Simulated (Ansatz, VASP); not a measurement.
# Co (Cobalt) in two plane-wave programs, part 3 of 3

One calculation is typed for both programs; each brings its own data sets. How far apart do they land? The structure shown comes from an earlier Ansatz run, which isn't shown and may have moved the atoms alone.

VASP 6.6.1 and Ansatz 0.2.0.

So far: The starting structure; Ansatz: elastic constants, LDA, pair 1; VASP: elastic constants, LDA, pair 1; Side by side; Further runs; Ansatz: elastic constants, LDA, pair 2.

## (7) VASP: elastic constants, LDA, pair 2

Level of this step: LDA, spin-polarised from a ferromagnetic start; plane waves and PAW (Co) (VASP).

The same cell, functional (in two slightly different forms), mesh and smearing now go to VASP, with its own data sets.

Input file INCAR:

```
SYSTEM = Co
PREC = Accurate
ENCUT = 600
EDIFF = 1E-08
NELM = 200
ISMEAR = 0
SIGMA = 0.05
LREAL = .FALSE.
ALGO = Normal
GGA = CA
NBANDS = 18
ISPIN = 2
MAGMOM = 1.52 1.52
LASPH = .TRUE.
LMAXMIX = 4
LORBIT = 11
LWAVE = .FALSE.
LCHARG = .FALSE.
ISIF = 3
IBRION = 6
NFREE = 2
POTIM = 0.015
NSW = 1
GGA_COMPAT = .FALSE.
KPAR = 2
```

Input file POSCAR:

```
Co
1.0
    2.4283506449      0.0000000000      0.0000000000
   -1.2141753225      2.1030133478      0.0000000000
    0.0000000000      0.0000000000      3.9092422305
Co
2
Direct
    0.3333333333      0.6666666667      0.2500000000
    0.6666666667      0.3333333333      0.7500000000
```

Input file KPOINTS:

```
Automatic mesh
0
Gamma
12 12 6
0 0 0
```

PAW data sets: Co (LDA family, release 64).

Run with:

```bash
$ mpirun -np 2 vasp_std
```

Numbers of over 12 decimals in the logs are rounded to 6 here.

The log of the run:

```text
[... set-up lines as in an earlier step ...]
 entering main loop
       N       E                     dE             d eps       ncg     rms          rms(c)
DAV:   1     0.840673064569E+02    0.84067E+02   -0.88804E+03  5784   0.152E+03
DAV:   2    -0.146988061249E+02   -0.98766E+02   -0.89439E+02  5488   0.242E+02
DAV:   3    -0.185978599350E+02   -0.38991E+01   -0.37564E+01  6186   0.607E+01
DAV:   4    -0.186564811780E+02   -0.58621E-01   -0.58574E-01  6948   0.635E+00
[...]
DAV:  14    -0.162555058971E+02   -0.14586E-05   -0.61187E-07  7208   0.151E-02    0.160E-03
DAV:  15    -0.162555059208E+02   -0.23673E-07   -0.31607E-08  5116   0.195E-03    0.140E-03
DAV:  16    -0.162555059246E+02   -0.37960E-08   -0.14994E-09  3068   0.622E-04
   1 F= -.16255506E+02 E0= -.16254793E+02  d E =-.142624E-02  mag=     2.9440
[... from here on, the cycles between the ionic steps are left out ...]
   2 F= -.16247498E+02 E0= -.16246845E+02  d E =-.130544E-02  mag=     2.9423
   3 F= -.16249797E+02 E0= -.16249027E+02  d E =-.154017E-02  mag=     2.9440
  10 F= -.16253671E+02 E0= -.16252935E+02  d E =-.147193E-02  mag=     2.9433
  11 F= -.16253671E+02 E0= -.16252935E+02  d E =-.147191E-02  mag=     2.9433
  12 F= -.16253670E+02 E0= -.16252932E+02  d E =-.147436E-02  mag=     2.9433
  13 F= -.16253670E+02 E0= -.16252932E+02  d E =-.147435E-02  mag=     2.9433
  14 F= -.16255073E+02 E0= -.16254356E+02  d E =-.143340E-02  mag=     2.9440
  15 F= -.16255073E+02 E0= -.16254356E+02  d E =-.143341E-02  mag=     2.9440
  16 F= -.16254404E+02 E0= -.16253710E+02  d E =-.138669E-02  mag=     2.9438
  17 F= -.16254404E+02 E0= -.16253710E+02  d E =-.138670E-02  mag=     2.9438
 Finite differences progress:
  Degree of freedom:   8/  8
  Displacement:        2/  2
  Total:              16/ 16
```

Parts of OUTCAR (step 7):

```text
  Total       -0.0967452     -0.0967452     -0.1119307      0.0000000      0.0000000      0.0000000
  in kB       -7.7641518     -7.7641518     -8.9828448      0.0000000      0.0000000      0.0000000
  external PRESSURE =      -8.1703828 kB  Pullay stress =       0.0000000 kB

 POSITION                                       TOTAL-FORCE (eV/Angst)
 -----------------------------------------------------------------------------------
     -0.00000      1.40201      0.96231        -0.000000      0.000000      0.147321
      1.21418      0.70100      2.93193         0.000000      0.000000     -0.147321
 -----------------------------------------------------------------------------------
    total drift:                               -0.000000     -0.000000     -0.000417

  FREE ENERGIE OF THE ION-ELECTRON SYSTEM (eV)
  ---------------------------------------------------
  free  energy   TOTEN  =       -16.2544036104 eV

  energy  without entropy=      -16.2530169090  energy(sigma->0) =      -16.25371026

 magnetization (x)
# of ion       s       p       d       tot
------------------------------------------
    1       -0.014  -0.039   1.519   1.466
    2       -0.014  -0.039   1.519   1.466
--------------------------------------------------
tot         -0.028  -0.079   3.038   2.932

[... 3 further parts left out ...]
[key lines of the parts left out:]
E-fermi :  11.1329
```

Levels, forces or a CONTCAR printed for this step are those of its last displaced cell, not of the structure at rest.

## (8) Side by side

What differs besides the data sets and the points named for the pairs above, as far as they apply: the data sets hold 34 valence electrons in Ansatz (on its default PAW (the set named soft_2) files) and 18 in VASP. Total energies have different zeros and are not compared.

The two programs side by side:

| quantity | Ansatz | VASP | difference |
| --- | --- | --- | --- |
| C11 (GPa) | 490.2 | 476.2 | +2.94 % |
| C22 (GPa) | 490.2 | 476.2 | +2.94 % |
| C33 (GPa) | 552.6 | 536.6 | +2.98 % |
| C12 (GPa) | 207.8 | 209.8 | -0.99 % |
| C13 (GPa) | 162.3 | 160.0 | +1.45 % |
| C23 (GPa) | 162.3 | 160.0 | +1.45 % |
| C44 (GPa) | 137.6 | 130.3 | +5.64 % |
| C55 (GPa) | 137.6 | 130.3 | +5.64 % |
| C66 (GPa) | 141.2 | 133.2 | +6.04 % |

## (9) Ansatz: elastic constants, LDA, pair 3

Elastic constants are differences of stresses under small strains, so they test the stress and the mesh. The cell compared in this pair holds 20.00 Å³, against 19.96 Å³ for the pair before.

The structure shown comes from an earlier Ansatz run, which isn't shown and may have moved the atoms alone.

Input file input.yaml:

```yaml
crystal:
  lattice:
    - [2.428749991, 0.0, 0.0]
    - [-1.2143749955, 2.1033591916, 0.0]
    - [0.0, 0.0, 3.9143339428]
  atoms:
    - { symbol: Co, position: [0.3333333333, 0.6666666667, 0.25], spin: 1.71 }
    - { symbol: Co, position: [0.6666666667, 0.3333333333, 0.75], spin: 1.71 }
kpoints:
  mp_grid: { grid: [12, 12, 6] }
hamiltonian:
  xc: lda
scf:
  occupations: { method: methfessel_paxton, width: 0.25 }
output:
  forces: true
  stress: true
  eigenvalues: true
  populations: true
magnetization:
  spin_polarized: true
elastic:
  mode: relaxed_ion
  stencil: two_point
  amplitude: 0.01
```

Run with:

```bash
$ ansatz run input.yaml --threads 4 --pin off --max-ram 16384MiB --backend cpu --events-out ev --progress --plain --runs-dir out
```

The log of the run:

```text
[...]
Crystal: 2 atoms, lattice volume = 19.997 Å³
Basis set: ecut = 420 eV, 391 PW (Γ)
Bands: 23, of which v1, the nominal top of the filled ones, is band 17 counted from 1 (16 counted from 0)
Symmetry: 24 space group operations
[...]
k-points: 76 of 864
[...]
Starting moments: Σ|m| = 3.42 μB on 2 of 2 sites
[...]
-1.000e-2      -1.2452      -10125.5300567       2   92041    399   relax 3 steps, max|allowed force component| 3.71e-5 eV/Å
     1.000e-2       1.2452      -10125.5300567       2   93525    399   relax 4 steps, max|allowed force component| 4.51e-8 eV/Å
--- Löwdin populations: 2 sites ---
  site symbol       q [e]    m [muB]
     0     Co     16.7913     1.5495
     1     Co     16.7913     1.5495
  spilling = 0.012275 (of n_electrons = 34.000000)
[key lines of the parts left out:]
SCF converged after 7 iterations
Magnetization: 3.0125 μB (18.5063 up, 15.4937 down)
Free energy (F): -10125.530844 eV
Fermi energy:    20.123802 eV
P = ⅓ Tr σ = -0.0005 GPa (-0.005 kbar)
```

## (10) VASP: elastic constants, LDA, pair 3

The same cell, functional (in two slightly different forms), mesh and smearing now go to VASP, with its own data sets.

Changes to INCAR since step 7:

```diff
@@ -5,4 +5,4 @@
 NELM = 200
-ISMEAR = 0
-SIGMA = 0.05
+ISMEAR = 1
+SIGMA = 0.25
 LREAL = .FALSE.
@@ -12,3 +12,3 @@
 ISPIN = 2
-MAGMOM = 1.52 1.52
+MAGMOM = 1.55 1.55
 LASPH = .TRUE.
```

Input file POSCAR:

```
Co
1.0
    2.4287499910      0.0000000000      0.0000000000
   -1.2143749955      2.1033591916      0.0000000000
    0.0000000000      0.0000000000      3.9143339428
Co
2
Direct
    0.3333333333      0.6666666667      0.2500000000
    0.6666666667      0.3333333333      0.7500000000
```

KPOINTS is that of step 7.

Run with:

```bash
$ mpirun -np 2 vasp_std
```

The log of the run:

```text
[... set-up lines as in an earlier step ...]
 entering main loop
       N       E                     dE             d eps       ncg     rms          rms(c)
DAV:   1     0.833541308641E+02    0.83354E+02   -0.89288E+03  5840   0.152E+03
DAV:   2    -0.148407398930E+02   -0.98195E+02   -0.89043E+02  5488   0.242E+02
DAV:   3    -0.185978455819E+02   -0.37571E+01   -0.36309E+01  6052   0.605E+01
DAV:   4    -0.186556826699E+02   -0.57837E-01   -0.57789E-01  6894   0.628E+00
[...]
DAV:  14    -0.162471791423E+02   -0.25543E-05   -0.58449E-07  7482   0.134E-02    0.632E-03
DAV:  15    -0.162471792102E+02   -0.67919E-07   -0.80758E-08  7096   0.446E-03    0.763E-04
DAV:  16    -0.162471792176E+02   -0.74199E-08   -0.22574E-09  3362   0.605E-04
   1 F= -.16247179E+02 E0= -.16253690E+02  d E =0.195318E-01  mag=     2.9864
[... from here on, the cycles between the ionic steps are left out ...]
   2 F= -.16238949E+02 E0= -.16245335E+02  d E =0.191575E-01  mag=     3.0008
   3 F= -.16242312E+02 E0= -.16248356E+02  d E =0.181319E-01  mag=     2.9663
  10 F= -.16245467E+02 E0= -.16251924E+02  d E =0.193693E-01  mag=     2.9862
  11 F= -.16245467E+02 E0= -.16251924E+02  d E =0.193693E-01  mag=     2.9862
  12 F= -.16245467E+02 E0= -.16251918E+02  d E =0.193522E-01  mag=     2.9862
  13 F= -.16245467E+02 E0= -.16251918E+02  d E =0.193522E-01  mag=     2.9862
  14 F= -.16246795E+02 E0= -.16253280E+02  d E =0.194553E-01  mag=     2.9863
  15 F= -.16246795E+02 E0= -.16253280E+02  d E =0.194553E-01  mag=     2.9863
  16 F= -.16246129E+02 E0= -.16252590E+02  d E =0.193825E-01  mag=     2.9866
  17 F= -.16246129E+02 E0= -.16252590E+02  d E =0.193826E-01  mag=     2.9866
 Finite differences progress:
  Degree of freedom:   8/  8
  Displacement:        2/  2
  Total:              16/ 16
```

From OUTCAR (step 10):

```text
  Total       -0.1292471     -0.1292471     -0.1309069      0.0000000     -0.0000000      0.0000000
  in kB      -10.3556443    -10.3556443    -10.4886351      0.0000000     -0.0000000      0.0000000
  external PRESSURE =     -10.3999746 kB  Pullay stress =       0.0000000 kB

 POSITION                                       TOTAL-FORCE (eV/Angst)
 -----------------------------------------------------------------------------------
     -0.00000      1.40224      0.96358        -0.000000      0.000000      0.140149
      1.21437      0.70112      2.93575         0.000000      0.000000     -0.140149
 -----------------------------------------------------------------------------------
    total drift:                               -0.000000     -0.000000     -0.000472

  FREE ENERGIE OF THE ION-ELECTRON SYSTEM (eV)
  ---------------------------------------------------
  free  energy   TOTEN  =       -16.2461291871 eV

  energy  without entropy=      -16.2655117467  energy(sigma->0) =      -16.25259004

 magnetization (x)
# of ion       s       p       d       tot
------------------------------------------
    1       -0.014  -0.039   1.540   1.487
    2       -0.014  -0.039   1.540   1.487
--------------------------------------------------
tot         -0.028  -0.077   3.080   2.974

[... 1 part as in an earlier step ...]

[... 2 further parts left out ...]
[key lines of the parts left out:]
E-fermi :  11.1048
```

Levels, forces or a CONTCAR printed for this step are those of its last displaced cell, not of the structure at rest.

## (11) Comparison

What differs besides the data sets and the points named for the pairs above, as far as they apply: the data sets hold 34 valence electrons in Ansatz (on its default PAW (the set named soft_2) files) and 18 in VASP. Total energies have different zeros and are not compared.

The two programs side by side:

| quantity | Ansatz | VASP | difference |
| --- | --- | --- | --- |
| C11 (GPa) | 460.8 | 450.7 | +2.23 % |
| C22 (GPa) | 460.8 | 450.7 | +2.23 % |
| C33 (GPa) | 529.9 | 515.3 | +2.84 % |
| C12 (GPa) | 207.7 | 206.1 | +0.76 % |
| C13 (GPa) | 157.1 | 155.9 | +0.71 % |
| C23 (GPa) | 157.1 | 155.9 | +0.71 % |
| C44 (GPa) | 124.5 | 121.9 | +2.15 % |
| C55 (GPa) | 124.5 | 121.9 | +2.15 % |
| C66 (GPa) | 126.5 | 122.3 | +3.46 % |

## (12) Summary of results

```yaml
difference_in_c33_elastic_constants_lda_pair_1: 14 %
difference_in_c66_elastic_constants_lda_pair_2: 6.0 %
difference_in_c66_elastic_constants_lda_pair_3: 3.5 %
```

The difference in C33 is 14 % (elastic constants, LDA, pair 1), beyond the 5 % picked in this series as the mark of a large difference. The data sets hold unlike numbers of valence electrons (34 in Ansatz and 18 in VASP), so part of the differences comes from the potentials. Elastic constants, LDA, pair 1, VASP with the data sets Co_sv: the difference in C11 goes from 4.3 to -2.6 %; the difference in C22 goes from 4.3 to -2.6 %; the difference in C33 goes from 14 to 2.3 %; the difference in C12 goes from 9.5 to 2.0 %; the difference in C13 goes from -5.4 to -3.6 %; the difference in C23 goes from -5.4 to -3.6 %. 1 further run of this series is not shown here. Such differences can come from data sets, numerical settings and the points named under the comparisons, not from the functional's error against experiment.

[Lines on the potential files, build, host, timing and source positions are cut from VASP's logs without a mark.]

[Logs are printed without paths, hosts, clocks, repeated set-up lines and the standing remarks that a program may print on its own settings, such as how far it seeks lower states.]

[Hosts, paths, dates, database ids (printed as entryN), source tags and the programs' standing remarks are cut or masked in the printed files.]
